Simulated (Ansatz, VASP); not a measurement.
## Two plane-wave programs on As2Se

The input INCAR:

```
ALGO = Normal ; EDIFF = 1E-7
ENCUT = 520 ; GGA = PS
ISIF = 2 ; ISMEAR = -1
LASPH = True ; LCHARG = False
LREAL = False ; LWAVE = False
NBANDS = 25 ; NELM = 100
PREC = Accurate ; SIGMA = 0.02
```

The input KPOINTS:

```
k-points
0
Gamma
  8 8 8
```

File POSCAR:

```
As2Se
1.0
   -3.5294180000      3.5294180000      2.6535710000
    3.5294180000     -3.5294180000      2.6535710000
    3.5294180000      3.5294180000     -2.6535710000
As Se
4 2
Direct
    0.8750000000      0.1250000000      0.7500000000
    0.3750000000      0.1250000000      0.2500000000
    0.8750000000      0.6250000000      0.7500000000
    0.8750000000      0.1250000000      0.2500000000
    0.5000000000      0.5000000000      0.0000000000
    0.2500000000      0.7500000000      0.5000000000
```

Input for Ansatz:

```yaml
crystal:
  lattice:
    - [-3.529418, 3.529418, 2.653571]
    - [3.529418, -3.529418, 2.653571]
    - [3.529418, 3.529418, -2.653571]
  atoms:
    - { symbol: As, position: [0.875, 0.125, 0.75] }
    - { symbol: As, position: [0.375, 0.125, 0.25] }
    - { symbol: As, position: [0.875, 0.625, 0.75] }
    - { symbol: As, position: [0.875, 0.125, 0.25] }
    - { symbol: Se, position: [0.5, 0.5, 0.0] }
    - { symbol: Se, position: [0.25, 0.75, 0.5] }
basis:
  ecutwfc: 420
kpoints:
  mp_grid: { grid: [8, 8, 8] }
hamiltonian:
  xc: pbesol
scf:
  occupations: { method: fermi_dirac, width: 0.02 }
output:
  forces: true
  stress: true
  eigenvalues: true
```

Alike in both runs: task single point; functional PBEsol; k mesh 8 × 8 × 8; occupations fermi-dirac, width 0.02 eV; no spin polarisation.

|  | VASP | Ansatz |
| --- | --- | --- |
| version | VASP 6.6.1 | Ansatz 0.2.0 |
| potentials or method | VASP PAW PBE potentials, release 64 (As, Se) | scalar-relativistic, plane waves, PAW |
| plane-wave cutoff (eV) | 520 | 420 |
| valence electrons in the cell | 32 | 92 |

|  | VASP | Ansatz | Ansatz less VASP |
| --- | --- | --- | --- |
| gap on the k mesh at the Fermi level (eV) | none | none | - |
| pressure (GPa) | -3.3 | -3.5 | -0.16 |
| largest component of the traceless stress (GPa) | 0.60 | 0.65 | +0.044 |

A gap of «none» marks a metal or a gap that the smearing closes. The two sets of potentials don't hold the same shells in valence.

Caveats: the PAW data sets were made with another functional, which shifts forces and pressure a little (VASP).
